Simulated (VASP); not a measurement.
A run of VASP 6.6.1:

File POSCAR:

```
Ge                                      
1.0
    0.0000000000      2.8370028273      2.8370028273
    2.8370028273      0.0000000000      2.8370028273
    2.8370028273      2.8370028273      0.0000000000
  Ge            
     2
Direct
     0.0000000000000000    0.0000000000000000    0.0000000000000000
     0.2500000000000000    0.2500000000000000    0.2500000000000000
```

File INCAR.step1:

```
PREC = Accurate
ENCUT = 520
EDIFF = 1E-5
ISMEAR = 0
SIGMA = 0.03
LREAL = F
LASPH = T
NELM = 80
ALGO = Normal
ISIF = 2
LWAVE = T
LCHARG = F
NBANDS = 21
KPAR = 4
GGA = PE
```

The input INCAR.step2:

```
PREC = Accurate
ENCUT = 520
EDIFF = 1E-6
ISMEAR = 0
SIGMA = 0.03
LREAL = F
LASPH = T
NELM = 80
ALGO = Normal
ISIF = 2
LWAVE = F
LCHARG = F
GGA = PE
LHFCALC = T
AEXX = 0.25
PRECFOCK = Fast
HFRCUT = -1
NBANDS = 21
KPAR = 4
ISTART = 1
```

The input KPOINTS:

```
Automatic mesh
0
Gamma
  6 6 6
```

The input KPOINTS_OPT:

```
explicit points
6
Reciprocal
 0.0000000000  0.0000000000  0.0000000000 1
 0.3750000000  0.3750000000  0.7500000000 1
 0.5000000000  0.5000000000  0.5000000000 1
 0.6250000000  0.2500000000  0.6250000000 1
 0.5000000000  0.2500000000  0.7500000000 1
 0.5000000000  0.0000000000  0.5000000000 1
```

Potentials or basis: VASP PAW PBE potentials, release 64 (Ge_d).

The run is started by

```bash
$ cat potpaw_PBE.64/Ge_d/POTCAR > POTCAR
$ cp INCAR.step1 INCAR
$ mpirun -np 4 vasp_std > vasp.out
$ cp INCAR.step2 INCAR
$ mpirun -np 4 vasp_std > vasp.out
```

Hardware: 4 MPI ranks on AMD EPYC 9R45 96-Core Processor (Zen 5), with other jobs on the host.

Q: Estimate the wall time of this run.

A: It took 16 min on 4 MPI ranks on AMD EPYC 9R45 96-Core Processor (Zen 5), on a shared host, peak memory 0.19 GiB a rank. Counts: scf iterations 20, k points 16.
